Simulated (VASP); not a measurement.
# Band gap of Selenium: cutoff, mesh and cell, part 2 of 2

How far does the LDA gap of Selenium depend on cutoff, mesh and cell? The starting structure is a measured crystal structure from the Crystallography Open Database. Cell and atoms stay as given unless a step says otherwise.

VASP 6.6.1.

Results so far: reference 0.911 eV; cell and atoms relaxed by LDA 0.252 eV; no band path 0.911 eV.

### Step 5. Bands with a cutoff of 500 eV (continued)

Level of this step: LDA; plane waves and PAW (Se) (VASP).

Parts of OUTCAR (step 5):

```text
  Total       -0.7905137     -0.7905137     -0.0422230      0.0000000      0.0000000      0.0000000
  in kB      -15.4867816    -15.4867816     -0.8271807      0.0000000      0.0000000      0.0000000
  external PRESSURE =     -10.6002480 kB  Pullay stress =       0.0000000 kB

 POSITION                                       TOTAL-FORCE (eV/Angst)
 -----------------------------------------------------------------------------------
      1.69103      2.92895      0.00000        -0.131719     -0.228143     -0.000000
     -0.49207      0.85229      3.30240        -0.131719      0.228143      0.000000
      0.98414      0.00000      1.65120         0.263437     -0.000000      0.000000
 -----------------------------------------------------------------------------------
    total drift:                                0.000000      0.000000     -0.000000

  FREE ENERGIE OF THE ION-ELECTRON SYSTEM (eV)
  ---------------------------------------------------
  free  energy   TOTEN  =       -12.3221734599 eV

  energy  without entropy=      -12.3221734599  energy(sigma->0) =      -12.32217346

[... 1 part as in an earlier step ...]

[... 2 further parts left out ...]
[key lines of the parts left out:]
E-fermi :   2.8155
```

With a cutoff of 500 eV the gap is 0.911 eV, +0.000 eV from the reference.

### Step 6. Bands with an 8×8×6 mesh

Against step 2 the input has an 8×8×6 mesh.

Contents of INCAR:

```
SYSTEM = Se
PREC = Accurate
ENCUT = 350
EDIFF = 1E-06
NELM = 100
ISMEAR = 0
SIGMA = 0.03
LREAL = .FALSE.
ALGO = Normal
GGA = CA
NBANDS = 22
LORBIT = 11
LWAVE = .FALSE.
LCHARG = .FALSE.
KPAR = 4
```

Contents of POSCAR:

```
Se
1.0
    4.3662000000      0.0000000000      0.0000000000
   -2.1831000000      3.7812401180      0.0000000000
    0.0000000000      0.0000000000      4.9536000000
Se
3
Direct
    0.7746000000      0.7746000000      0.0000000000
    0.0000000000      0.2254000000      0.6666666667
    0.2254000000      0.0000000000      0.3333333333
```

Contents of KPOINTS:

```
Automatic mesh
0
Gamma
8 8 6
0 0 0
```

Contents of KPOINTS_OPT:

```
Line mode
10
Line-mode
Reciprocal
  0.00000000   0.00000000   0.00000000 GAMMA
  0.50000000   0.00000000   0.00000000 M

  0.50000000   0.00000000   0.00000000 M
  0.33333333   0.33333333   0.00000000 K

  0.33333333   0.33333333   0.00000000 K
  0.00000000   0.00000000   0.00000000 GAMMA

  0.00000000   0.00000000   0.00000000 GAMMA
  0.00000000   0.00000000   0.50000000 A

  0.00000000   0.00000000   0.50000000 A
  0.50000000   0.00000000   0.50000000 L

  0.50000000   0.00000000   0.50000000 L
  0.33333333   0.33333333   0.50000000 H

  0.33333333   0.33333333   0.50000000 H
  0.00000000   0.00000000   0.50000000 A

  0.50000000   0.00000000   0.50000000 L
  0.50000000   0.00000000   0.00000000 M

  0.33333333   0.33333333   0.00000000 K
  0.33333333   0.33333333   0.50000000 H
```

The projector-augmented-wave data sets are Se (LDA family, release 64).

On the command line:

```console
mpirun -np 4 vasp_std
```

The program printed:

```text
[... set-up lines as in an earlier step ...]
 entering main loop
       N       E                     dE             d eps       ncg     rms          rms(c)
DAV:   1     0.601066289662E+02    0.60107E+02   -0.54276E+03  2200   0.493E+02
DAV:   2    -0.863950522015E+01   -0.68746E+02   -0.65295E+02  2772   0.113E+02
DAV:   3    -0.124255635925E+02   -0.37861E+01   -0.37578E+01  2762   0.272E+01
DAV:   4    -0.124493977044E+02   -0.23834E-01   -0.23832E-01  2512   0.259E+00
[...]
DAV:   9    -0.123232547740E+02   -0.25834E-04   -0.24572E-04  2704   0.730E-02    0.274E-02
DAV:  10    -0.123232549975E+02   -0.22356E-06   -0.14802E-05  2648   0.186E-02    0.585E-03
DAV:  11    -0.123232553248E+02   -0.32730E-06   -0.19459E-06  2506   0.630E-03
   1 F= -.12323255E+02 E0= -.12323255E+02  d E =-.581085E-12
 Start KPOINTS_OPT (optional k-point list driver)
k-point batch [1-50\90]
       N       E                     dE             ncg
DAV:   1     0.387339939636E+03   -0.12869E+05     2200
DAV:   2    -0.309617728908E+04   -0.34835E+04     2830
DAV:   3    -0.329724133238E+04   -0.20106E+03     2694
DAV:   4    -0.329854038492E+04   -0.12991E+01     2532
DAV:   5    -0.329854709414E+04   -0.67092E-02     2770
DAV:   6    -0.329854716064E+04   -0.66500E-04     2582
DAV:   7    -0.329854716145E+04   -0.81160E-06     2296
k-point batch [51-90\90]
       N       E                     dE             ncg
DAV:   1     0.389511482647E+04   -0.17548E+05     1760
DAV:   2     0.121092097593E+04   -0.26842E+04     2322
DAV:   3     0.106877522131E+04   -0.14215E+03     2222
DAV:   4     0.106786963323E+04   -0.90559E+00     2088
DAV:   5     0.106786438487E+04   -0.52484E-02     2218
DAV:   6     0.106786433103E+04   -0.53841E-04     2152
DAV:   7     0.106786433039E+04   -0.64259E-06     1964
```

The job ended after 7.6 s (4 MPI ranks of AMD EPYC 9R45, shared host; peak memory 0.64 GiB; 29 s of CPU time).

OUTCAR, selected parts (step 6):

```text
  Total       -0.8024281     -0.8024281     -0.0612203      0.0000000      0.0000000     -0.0000000
  in kB      -15.7201940    -15.7201940     -1.1993539      0.0000000      0.0000000     -0.0000000
  external PRESSURE =     -10.8799140 kB  Pullay stress =       0.0000000 kB

 POSITION                                       TOTAL-FORCE (eV/Angst)
 -----------------------------------------------------------------------------------
      1.69103      2.92895      0.00000        -0.132659     -0.229772      0.000000
     -0.49207      0.85229      3.30240        -0.132659      0.229772      0.000000
      0.98414      0.00000      1.65120         0.265318     -0.000000      0.000000
 -----------------------------------------------------------------------------------
    total drift:                                0.000001      0.000001     -0.000000

  FREE ENERGIE OF THE ION-ELECTRON SYSTEM (eV)
  ---------------------------------------------------
  free  energy   TOTEN  =       -12.3232553248 eV

  energy  without entropy=      -12.3232553248  energy(sigma->0) =      -12.32325532

[... 1 part as in an earlier step ...]

[... 2 further parts left out ...]
[key lines of the parts left out:]
E-fermi :   2.7995
```

With an 8×8×6 mesh the gap is 0.911 eV, +0.000 eV from the reference.

### Step 7. Comparison

| run | gap (eV) | change (eV) | core minutes |
| --- | --- | --- | --- |
| reference | 0.911 | - | 0.4 |
| cell and atoms relaxed by LDA | 0.252 | -0.658 | 0.293 |
| no band path | 0.911 | 0.0 | 0.12 |
| a cutoff of 500 eV | 0.911 | 0.0 | 0.587 |
| an 8×8×6 mesh | 0.911 | 0.0 | 0.507 |

Core minutes are wall time times ranks of the run shown, on a shared host.

### Step 8. Outcome

| Item | Value |
| --- | --- |
| reference gap | 0.911 eV |
| gap with cell and atoms relaxed by LDA | 0.252 eV |
| gap with no band path | 0.911 eV |
| gap with a cutoff of 500 eV | 0.911 eV |
| gap with an 8×8×6 mesh | 0.911 eV |

In words: Among the runs that read a gap along the path, the one with cell and atoms relaxed by LDA moves it most, by -0.658 eV. On finer settings it changes by +0.000 eV with a cutoff of 500 eV and +0.000 eV with an 8×8×6 mesh. The functional's own error isn't tested here. Further runs on this material are not shown.

[Lines on the potential files, build, host, timing and source positions are cut from VASP's logs without a mark.]

[Logs are printed without paths, hosts, clocks, repeated set-up lines and the standing remarks that a program may print on its own settings, such as how far it seeks lower states.]

[Hosts, paths, dates, database ids (printed as entryN), source tags and the programs' standing remarks are cut or masked in the printed files.]
